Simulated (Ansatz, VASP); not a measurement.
# Cross-check of As (arsenene monolayer) between VASP and Ansatz

One calculation is typed for both programs; each brings its own data sets. How far apart do they land? The structure shown is the start of the Ansatz relaxation below; VASP solves that cell, so the two are compared at the walk's first step.

Method: plane waves, with VASP 6.6.1 beside it; single point at r2SCAN with D4, in Ansatz 0.2.0.

**1. The starting structure**

The cell holds 2 atoms: 2 As. Cell: a = 3.610 Å, b = 3.610 Å, c = 26.600 Å, α = 90.0°, β = 90.0°, γ = 120.0°. Vacuum lies along c. The height across the vacuum is the one that the program set for its solve, not the one typed.

**2. Ansatz: relaxation, r2SCAN with D4**

Ansatz runs on its default PAW (the set named soft_2) files.

The two programs are compared at the cell with which this relaxation starts, whose forces are those of its first step.

File input.yaml:

```yaml
crystal:
  lattice:
    - [3.61, 0.0, 0.0]
    - [-1.805, 3.1263517077, 0.0]
    - [0.0, 0.0, 19.4]
  atoms:
    - { symbol: As, position: [0.6666666667, 0.3333333333, 0.4639175258] }
    - { symbol: As, position: [0.3333333333, 0.6666666667, 0.5360824742] }
  periodic: [true, true, false]
kpoints:
  mp_grid: { grid: [12, 12, 1] }
hamiltonian:
  xc: r2scan
  dispersion: d4
scf:
  occupations: { method: fermi_dirac, width: 0.05 }
  convergence: { dr2_threshold: 1.0e-09 }
relax:
  f_tol: 0.004
  max_steps: 90
  cell: {}
output:
  write_potential: true
  write_density: true
  volumetric_format: npy
```

Run with:

```sh
ansatz run input.yaml --threads 4 --pin off --max-ram 6144MiB --backend cpu --events-out ev --progress --plain --runs-dir out
```

Numbers of over 12 decimals in the logs are rounded to 6 here.

The log of the run:

```text
Warning: crystal.periodic: the lattice vector that does not repeat stood 0.000° off the slab's normal, 19.400 Å along it as the deck builds it. The run solves the slab on a vector along the normal, 26.600 Å long, with every atom where it was (on the deck's vector they left 18.00 Å outside them, and the widest stretch free of ions among them is 1.40 Å). A fractional position that the run reports is one of the run's ce [...]
Warning: relax.cell: scf.convergence.dr2_threshold = 1e-9 eV is looser than the 1.53893505721e-10 eV advised for a relaxation that steers and ends on the stress (1e-10 eV for each atom of the cell: 2, times the square of relax.cell.stress_2d_tol = 0.05 N/m over 11.4 Å (the atoms' height at the walk's start and 5 Å past either face), 4.386e-2 GPa, over a crystal's default 0.05). What an SCF threshold leaves in a stress goes as its square root, and in the free energy as the threshold itself, and one threshold admits the most on a small cell: [figures from the program's tests cut] Set scf.convergence.dr2_threshold to 1.53893505721e-10 eV or tighter. [rest of the remark cut]
crystal.periodic: the lattice vector that does not repeat stood 0.000° off the slab's normal, 19.400 Å along it as the deck builds it. The run solves the slab on a vector along the normal, 26.600 Å long, with every atom where it was (on the deck's vector they left 18.00 Å outside them, and the widest stretch free of ions among them is 1.40 Å). A fractional position that the run reports is one of the run's cell, which [...]
Engine: ansatz 0.2.0, aarch64-unknown-linux-gnu
Pseudopotentials: kind: paw
Pseudopotential: As, paw, valence charge 15, recommended cutoff 500 eV (meta_gga), As.paw.azcp
Functional definition: r2SCAN
  parameter k0 = 0.174
  parameter k1 = 0.065
  parameter a1 = 4.9479
  exchange = r2scan_x(k0 = k0, k1 = k1, a1 = a1)
  correlation = r2scan_c
Crystal: 2 atoms, lattice volume = 300.211 Å³
Basis set: ecut = 500 eV, 7717 PW (Γ), exchange–correlation on 108×108×800 points (64 copies of the dense FFT grid, shifted against one another)
Bands: 19, of which v1, the nominal top of the filled ones, is band 15 counted from 1 (14 counted from 0)
Symmetry: 12 space group operations
Space group: P-3m1 (ITA 164), of the structure as read, at distance tolerance 6.7e-5 Å
k-points: 19 of 144
Non-local potential: As, projectors of the file, l = 0: 2, l = 1: 2, l = 2: 3, l = 3: 1
PAW form: soft (Blöchl's): semilocal exchange-correlation on the pseudo side does not see the compensation charge
[...]
SCF iter   5: F=-9729.272784 eV  HF=-9729.272784 eV  |F-HF|=2.01e-9  |Δ(HF+E_count)|=   2.25e-9  Δρ=8.26e-7  dr2=9.56e-10  dr2_τ=2.94e-11  ethr=3.33e-12  ⟨swp⟩=9.8  Hψ=3047  notcnv=0
SCF 4 converged in 5 iterations: F = -9729.272784 eV  dr2 = 9.56e-10
relax step   4: F+E_penalty+E_count = -9729.27278377 eV  Δ(F+E_penalty+E_count) = -6.489e-4 eV  max|allowed force component| = 1.151e-2 eV/Å  Δτ_max = 0.0021 Å  P = -0.055 N/m  Ω = 293.028 Å³  energy of the carried Pulay correction = +1.273e-4 eV  fix = [c, alpha, beta]  reactions: c -0.000 N/m  (5 SCF iters, accepted)
[...]
relax step   5: F+E_penalty+E_count = -9729.27281590 eV  Δ(F+E_penalty+E_count) = -3.213e-5 eV  max|allowed force component| = 1.719e-4 eV/Å  Δτ_max = 0.0001 Å  P = -0.004 N/m  Ω = 292.677 Å³  energy of the carried Pulay correction = +1.336e-4 eV  fix = [c, alpha, beta]  reactions: c -0.000 N/m  (5 SCF iters, accepted)
[...]
relax step   6: F+E_penalty+E_count = -9729.27269222 eV  Δ(F+E_penalty+E_count) = +1.237e-4 eV  max|allowed force component| = 2.212e-4 eV/Å  Δτ_max = 0.0000 Å  P = -0.005 N/m  Ω = 292.677 Å³  fix = [c, alpha, beta]  reactions: c -0.000 N/m  stress off target by 4.99e-3 N/m on what of the cell is left free  SCF on the basis re-selected at this cell (its energy is not comparable with the rows above)  (3 SCF iters)
basis re-selected at this cell: Δ(F+E_penalty+E_count) = +1.237e-4 eV, ΔP = -0.001 N/m vs the last step (what re-selecting the basis moved, of the pressure what is left beyond the Pulay correction that the steps carried, after the strain that the cell walked since its last selection, with what the two solves' SCF thresholds leave and, on support functions, any second-order correction that the steps lacked; it is no m [...]
WARN: The output density's exchange-correlation potential varies sharply where the density is thin. Do not read a vacuum level from v_tot or v_xc, or from such a field of the output density. On a cell that repeats whose density bears no net charge and no dipole along the vacuum's axis use v_es (v_loc + v_h of the components); under efield.dipole_correction with no amplitude use v_es + v_field, which holds any externa [...]
SCF converged after 3 iterations
Free energy (F): -9729.272692 eV
Harris-Foulkes:  -9729.272692 eV  (|F-HF|=1.86e-9)
Internal energy: -9729.272692 eV  (E = F + TS)
E sigma→0 (E₀):  -9729.272692 eV
Fermi energy:    -4.719587 eV
--- Per-component energies (eV) ---
  E_band       = -939.825254
  E_kinetic    = 204.455746
  E_local      = -45594.002387  (includes V_loc(G=0)·N_el)
  E_nonlocal   = -1340.390966
  E_hartree    = 22753.544145
  E_xc         = -147.744147
  E_vxc        = -168.316493  (∫ρ·V_xc dr)
  E_paw        = -3694.228906  (= ΣΔE_a)
  E_vpaw       = 442.090801  (= ΣTr[D̂ρ^β])
  E_aug_tail   = -0.000013  (compensation charges beyond the density's cutoff)
  E_vtau       = 9.248011  (kinetic-family band-sum trace: ∫τ·v_τ [+ j·A + Jᵃ·Aᵃ] dr)
  E_ewald      = 18092.151978
  E_disp       = -0.143327  (pairwise vdW)
  E_core_change = -2.914816  (= ΣΔE_core)
  E_smearing   = -0.000000  (= −TS)
  E_closure    = 0.000000  (closes the sum)
  Σ components = -9729.272692   (vs F -9729.272692, Δ=0.00e0)
--- Forces (eV/Å), atoms counted from 1 ---
  atom   1  As     0.00000000     0.00000000     0.00022123
  atom   2  As     0.00000000    -0.00000000    -0.00022123
  max |Σ_I F_I| component: 5.78e-19 eV/Å
--- 2D stress c σ (N/m, compression-positive) ---
       -0.004987      -0.000000      -0.000000
       -0.000000      -0.004987      -0.000000
       -0.000000      -0.000000      -0.000000
  P = ½ c Tr σ = -0.0050 N/m
--- Band table (eV; the first three rows and the last of 19) ---
  k-point 0: bands = [... 11 lower, -13.0055, -6.1954, -5.6712, -5.6712, -3.0982, -1.8350, -1.8350, -0.1607]
  k-point 1: bands = [... 11 lower, -12.9841, -6.5789, -6.1492, -5.8961, -2.5580, -1.8382 (-1.8382°), -1.5990, -0.0301]
  k-point 2: bands = [... 11 lower, -12.9730, -8.0049, -6.3944, -6.0508, -3.0160, -1.1316 (-1.1316°), -0.9368, 0.3123]
  k-point 18: bands = [... 11 lower, -16.0392, -10.3372, -7.7287, -7.7287, -3.3585, -0.5312, -0.5312, 3.2131]
  ° read free of the cell's end (the report's vacuum.weakly_bound_levels)
--- Relaxed structure (5 steps of the walk, 5 accepted, 1 SCFs on fresh bases) ---
  F+E_penalty+E_count = -9729.27269222 eV   max|allowed force component| = 2.212e-4 eV/Å   (the final SCF, on the basis selected at the relaxed cell)
  cell:  # Å, volume = 292.6767 Å³
    - [3.564413, 0.0, 0]
    - [-1.782206, 3.086872, 0]
    - [0, 0, 26.59999999792]
  atoms:
    - { symbol: As, position: [0.666667, 0.333333, 0.338889] }
    - { symbol: As, position: [0.333333, 0.666667, 0.390434] }
```

Reading the cycles: dr2 is the Hartree energy of the density residual (eV), the measure of convergence; HF is the Harris–Foulkes estimate of the energy, which meets the free energy F at convergence.

**3. VASP: single point, r2SCAN with D4, start cell**

The same cell, functional, mesh and smearing now go to VASP, with its own data sets.

Lines of VASP's logs that name or quote its potential files are left out, and so is its time.

File INCAR:

```
SYSTEM = As
PREC = Accurate
ENCUT = 440
EDIFF = 1E-06
NELM = 120
ISMEAR = -1
SIGMA = 0.05
LREAL = .FALSE.
ALGO = Normal
METAGGA = R2SCAN
IVDW = 13
VDW_S6 = 1
VDW_S8 = 0.6018749
VDW_A1 = 0.51559235
VDW_A2 = 5.77342911
LASPH = .TRUE.
NBANDS = 11
LORBIT = 11
LWAVE = .FALSE.
LCHARG = .FALSE.
ISIF = 2
LDIPOL = .TRUE.
IDIPOL = 3
DIPOL = 0.5 0.5 0.365
LVHAR = .TRUE.
GGA_COMPAT = .FALSE.
EFERMI = MIDGAP
NELMDL = -8
LMIXTAU = .TRUE.
KPAR = 2
```

File POSCAR:

```
As
1.0
    3.6100000000      0.0000000000      0.0000000000
   -1.8050000000      3.1263520000      0.0000000000
    0.0000000000      0.0000000000     26.6000000000
As
2
Direct
    0.6666666134      0.3333332267      0.3383458647
    0.3333332267      0.6666664534      0.3909774436
```

File KPOINTS:

```
Automatic mesh
0
Gamma
12 12 1
0 0 0
```

The projector-augmented-wave data sets are As (PBE family, release 64).

Run with:

```sh
mpirun -np 2 vasp_std
```

The log of the run:

```text
[banner, memory and clock lines left out]
running    2 mpi-ranks, on    1 nodes
 distrk:  each k-point on    1 cores,    2 groups
 distr:  one band on    1 cores,    1 groups

 POSCAR found type information on POSCAR As
 POSCAR found :  1 types and       2 ions
|                                                                             |
|               ----> ADVICE to this user running VASP <----                  |
|                                                                             |
|     You enforced a specific xc type in the INCAR file but a different       |
|     [... a line on the potential file left out ...]
|     I HOPE YOU KNOW WHAT YOU ARE DOING!                                     |
|                                                                             |

 LDA part: xc-table for (None), standard interpolation
 POSCAR, INCAR and KPOINTS ok, starting setup
 FFT: planning ... GRIDC
 FFT: planning ... GRID_SOFT
 FFT: planning ... GRID
 WAVECAR not read
 entering main loop
       N       E                     dE             d eps       ncg     rms          rms(c)
DAV:   1     0.423753761925E+02    0.42375E+02   -0.26516E+03   418   0.513E+02
DAV:   2    -0.244842733980E+02   -0.66860E+02   -0.61758E+02   668   0.916E+01
DAV:   3    -0.309267123938E+02   -0.64424E+01   -0.64295E+01   636   0.397E+01
DAV:   4    -0.309897058166E+02   -0.62993E-01   -0.62981E-01   538   0.455E+00
DAV:   5    -0.309902927948E+02   -0.58698E-03   -0.58697E-03   607   0.456E-01
DAV:   6    -0.309902937404E+02   -0.94559E-06   -0.94554E-06   557   0.183E-02
DAV:   7    -0.309902937569E+02   -0.16477E-07   -0.16606E-07   630   0.221E-03
DAV:   8    -0.309902937569E+02   -0.80149E-11   -0.86974E-10   487   0.116E-04    0.344E+00
DAV:   9    -0.308253257123E+02    0.16497E+00   -0.11006E-01   513   0.217E+00    0.219E+00
DAV:  10    -0.293873492950E+02    0.14380E+01   -0.31195E-01   493   0.358E+00    0.315E-01
DAV:  11    -0.297240522614E+02   -0.33670E+00   -0.31933E-01   435   0.337E+00    0.111E-01
DAV:  12    -0.299963199960E+02   -0.27227E+00   -0.35039E-02   451   0.152E+00    0.884E-02
DAV:  13    -0.299702029599E+02    0.26117E-01   -0.70444E-04   510   0.226E-01    0.496E-02
DAV:  14    -0.296147439438E+02    0.35546E+00   -0.27460E-02   481   0.139E+00    0.287E-02
[...]
DAV:  61    -0.293690767095E+02    0.66372E-04   -0.16534E-04   421   0.871E-02    0.116E-03
DAV:  62    -0.293690932183E+02   -0.16509E-04   -0.19648E-06   530   0.123E-02    0.677E-04
DAV:  63    -0.293690712219E+02    0.21996E-04   -0.16890E-06   508   0.112E-02    0.956E-04
DAV:  64    -0.293691714197E+02   -0.10020E-03   -0.81630E-05   421   0.647E-02    0.103E-03
DAV:  65    -0.293691624142E+02    0.90055E-05   -0.12060E-05   436   0.323E-02    0.120E-03
DAV:  66    -0.293691530251E+02    0.93891E-05   -0.38907E-06   456   0.216E-02    0.131E-03
DAV:  67    -0.293691266666E+02    0.26359E-04   -0.37557E-05   418   0.637E-02    0.163E-03
DAV:  68    -0.293691263272E+02    0.33936E-06   -0.91020E-07   680   0.112E-02
   1 F= -.29508486E+02 E0= -.29508486E+02  d E =-.527431E-09
```

From OUTCAR (step 3):

```text
ion  position               nearest neighbor table
   1  0.667  0.333  0.338-   2 2.51   2 2.51   2 2.51
   2  0.333  0.667  0.391-   1 2.51   1 2.51   1 2.51

  LATTYP: Found a hexagonal cell.
 ALAT       =     3.6100000000
 C/A-ratio  =     7.3684210526

 Subroutine GETGRP returns: Found 12 space group operations
 (whereof  6 operations were pure point group operations)

The static configuration has the point symmetry C_3v.
 The point group associated with its full space group is D_3d.

 Found     19 irreducible k-points:

   k-points           NKPTS =     19   k-points in BZ     NKDIM =     19   number of bands    NBANDS=     11

   dimension x,y,z NGX =    28 NGY =   28 NGZ =  192
   dimension x,y,z NGXF=    56 NGYF=   56 NGZF=  384

   ENCUT  =  440.0 eV  32.34 Ry    5.69 a.u.   6.17  6.17 45.50*2*pi/ulx,y,z

   NELECT =      10.0000    total number of electrons

 k-points in reciprocal lattice and weights: Automatic mesh
   0.00000000  0.00000000  0.00000000       0.007
   0.08333333  0.00000000  0.00000000       0.042
   0.16666667  0.00000000  0.00000000       0.042
   0.25000000  0.00000000  0.00000000       0.042
   0.33333333  0.00000000  0.00000000       0.042
   0.41666667  0.00000000  0.00000000       0.042
   0.50000000  0.00000000  0.00000000       0.021
   0.08333333  0.08333333  0.00000000       0.042
   0.16666667  0.08333333  0.00000000       0.083
[...]
0.33333333  0.25000000  0.00000000       0.083
   0.33333333  0.33333333  0.00000000       0.014

 dipolmoment           0.000000      0.000000      0.000000 electrons x Angstroem

 average (electrostatic) potential at core
       1 -62.8649       2 -62.8649

 E-fermi :  -3.2956

 k-point     1 :       0.0000    0.0000    0.0000
  band No.  band energies     occupation
      1     -18.1972      2.00000
      2     -11.5949      2.00000
      3      -4.7473      2.00000
      4      -4.2222      2.00000
      5      -4.2222      2.00000
      6      -1.8582      0.00000
      7      -0.5157      0.00000
      8      -0.5157      0.00000
      9       1.3031      0.00000
     10       1.4002      0.00000
    ...

 k-point     2 :       0.0833    0.0000    0.0000
  band No.  band energies     occupation
      1     -18.1008      2.00000
      2     -11.5816      2.00000
      3      -5.0973      2.00000
      4      -4.7055      2.00000
      5      -4.4340      2.00000
      6      -1.2910      0.00000
      7      -0.5609      0.00000
      8      -0.3005      0.00000
      9       1.4270      0.00000
     10       1.5080      0.00000
    ...

 k-point     3 :       0.1667    0.0000    0.0000
  band No.  band energies     occupation
      1     -17.8147      2.00000
      2     -11.5914      2.00000
      3      -6.4516      2.00000
      4      -4.9064      2.00000
      5      -4.6203      2.00000
      6      -1.6718      0.00000
      7       0.1262      0.00000
      8       0.2672      0.00000
      9       1.7530      0.00000
     10       1.8375      0.00000
    ...

  DFT-D4 for vdW energy calculation

  Edisp (eV):   -0.13936

  Total      -0.82445    -0.82445    -0.67489     0.00000     0.00000    -0.00000
  in kB      -4.39997    -4.39997    -3.60176     0.00000     0.00000    -0.00000
  external pressure =       -4.13 kB  Pullay stress =        0.00 kB

  energy-cutoff  :      440.00
  volume of cell :      300.21
      direct lattice vectors                 reciprocal lattice vectors
     3.610000000  0.000000000  0.000000000     0.277008310  0.159930808  0.000000000
    -1.805000000  3.126352000  0.000000000     0.000000000  0.319861615  0.000000000
     0.000000000  0.000000000 26.600000000     0.000000000  0.000000000  0.037593985

 POSITION                                       TOTAL-FORCE (eV/Angst)
 -----------------------------------------------------------------------------------
      1.80500      1.04212      9.00000         0.000000     -0.000000      0.475122
      0.00000      2.08423     10.40000        -0.000000      0.000000     -0.475122
 -----------------------------------------------------------------------------------
    total drift:                                0.000000      0.000198      0.000011

  FREE ENERGIE OF THE ION-ELECTRON SYSTEM (eV)
  ---------------------------------------------------
  free  energy   TOTEN  =       -29.5084858806 eV

  energy  without entropy=      -29.5084858800  energy(sigma->0) =      -29.50848588

 vacuum level on the upper side and lower side of the slab         1.405         1.405

 total charge
# of ion       s       p       d       tot
------------------------------------------
    1        1.293   1.392   0.042   2.727
    2        1.293   1.392   0.042   2.727
--------------------------------------------------
tot          2.586   2.784   0.084   5.454

[... 3 further parts left out ...]
```

**4. Comparison**

Known differences besides the potentials themselves: VASP keeps PBE cores, Ansatz makes them for the functional; Ansatz cuts the interaction across the vacuum, VASP repeats the sheet with a dipole correction; the data sets hold 30 valence electrons in Ansatz (on its default PAW (the set named soft_2) files) and 10 in VASP; the cutoff is 500 eV in Ansatz and 440 eV in VASP. Total energies have different zeros and are not compared.

Forces (eV/Å; atoms numbered as in POSCAR):

| atom | Ansatz x, y, z | VASP x, y, z |
| --- | --- | --- |
| As1 | 0.000, 0.000, 0.525 | 0.000, 0.000, 0.475 |
| As2 | 0.000, 0.000, -0.525 | 0.000, 0.000, -0.475 |

The forces differ by 29 meV/Å r.m.s., which is 10.6 % of the r.m.s. force of 0.274 eV/Å (both taken over all components). With vacuum in the cell, a pressure given here is an average over mostly empty space and none of the material.

**5. Summary of results**

```
r.m.s. force difference (single point, r2SCAN with D4, start cell) : 11 % of the r.m.s. force
```

What this shows: The r.m.s. force difference is 11 % of the r.m.s. force (single point, r2SCAN with D4, start cell), beyond the 3 % picked in this series as the mark of a large difference. The data sets hold unlike numbers of valence electrons (30 in Ansatz and 10 in VASP), so part of the differences comes from the potentials. What causes the difference of the single point, r2SCAN with D4, start cell pair stays open here. 1 further run of this series is not shown here. How closely two codes agree says nothing of how well the functional describes the real material.

[Lines on the potential files, build, host, timing and source positions are cut from VASP's logs without a mark.]

[Logs are printed without paths, hosts, clocks, repeated set-up lines and the standing remarks that a program may print on its own settings, such as how far it seeks lower states.]

[Hosts, paths, dates, database ids (printed as entryN), source tags and the programs' standing remarks are cut or masked in the printed files.]
